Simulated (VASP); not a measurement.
Rb2NaYF6, 10 atoms in the cell. Symmetry: Fm-3m, No. 225, cubic system. The conventional cell has a = 8.524 Å, b = 8.524 Å, c = 8.524 Å, α = 90.00°, β = 90.00°, γ = 90.00°. Y (site symmetry m-3m) has 6 F at 2.08 Å as nearest neighbours. Rb (site symmetry -43m) is surrounded by 12 F at 3.01 Å. Na (site symmetry m-3m) has 6 F at 2.18 Å as nearest neighbours. F (site symmetry 4mm) has 1 Y at 2.08 Å and 1 Na at 2.18 Å as nearest neighbours.  The cell isn't the ideal one: volume scaled by 0.88.

* Program: VASP 6.6.1
* Task: single point
* Functional: r2SCAN
* Dispersion: D4
* Potentials or basis: VASP PAW PBE potentials, release 54 (Y_sv, Rb_pv, Na, F)
* Cutoff: 500 eV
* k mesh: 5 × 5 × 5
* Occupations: fermi-dirac, width 0.2 eV
* Spin: no spin polarisation
* Further INCAR settings: ALGO = Normal; EDIFF = 1e-07; NBANDS = 45

Potentials or basis: VASP PAW PBE potentials, release 54 (Y_sv, Rb_pv, Na, F).

Launch:

```bash
$ cat potpaw_PBE.54/Y_sv/POTCAR potpaw_PBE.54/Rb_pv/POTCAR potpaw_PBE.54/Na/POTCAR potpaw_PBE.54/F/POTCAR > POTCAR
$ mpirun -np 1 vasp_std > vasp.out
```

Hardware: 1 thread of AMD EPYC 9R45 (Zen 5), with other jobs on the host.

**Question.** How long does it take, and how much memory?

**Answer.** It took 9.6 min on 1 thread of AMD EPYC 9R45 (Zen 5) (shared host), peak memory 0.38 GiB. Counts: scf iterations 32, k points 10.
